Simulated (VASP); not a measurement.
Ta:

```xyz
1
Lattice="-1.6549 1.6549 1.6549 1.6549 -1.6549 1.6549 1.6549 1.6549 -1.6549" Properties=species:S:1:pos:R:3 pbc="T T T"
Ta    0.0000    0.0000    0.0000
```

```yaml
Program: VASP 6.6.1
Task: relaxation of cell and atoms
Functional: RPBE
Potentials_or_basis: VASP PAW PBE potentials, release 64 (Ta_pv)
Cutoff: 600 eV
k_mesh: 18 × 18 × 18
Occupations: gaussian, width 0.1 eV
Spin: no spin polarisation
```

At the start: pressure 5.2 GPa; volume 18.13 Å³/atom.

Question: How do energy, volume and symmetry change on relaxing?

Answer: Over 4 steps the energy falls by 7.6 meV/atom and the volume is 18.61 Å³/atom (+2.7 %); space group Im-3m (No. 229, to 0.05 Å).

Step by step:
```
step  energy change (eV)  largest force (eV/Å)  pressure (GPa)  volume (Å³)
   1              0.0000                0.0000            5.19        18.13
   2              0.0273                0.0000           -9.68        19.71
   3             -0.0076                0.0000           -0.09        18.62
   4             -0.0076                0.0000            0.01        18.61
```

Final structure:
```cif
data_structure
_symmetry_space_group_name_H-M 'P 1'
_symmetry_Int_Tables_number 1
_cell_length_a 2.8916
_cell_length_b 2.8916
_cell_length_c 2.8916
_cell_angle_alpha 109.471
_cell_angle_beta 109.471
_cell_angle_gamma 109.471
_cell_volume 18.61
loop_
_atom_site_label
_atom_site_type_symbol
_atom_site_fract_x
_atom_site_fract_y
_atom_site_fract_z
_atom_site_occupancy
Ta1 Ta 0.00000 0.00000 0.00000 1
```

Caveat: the PAW data sets were made with another functional, which shifts forces and pressure a little.
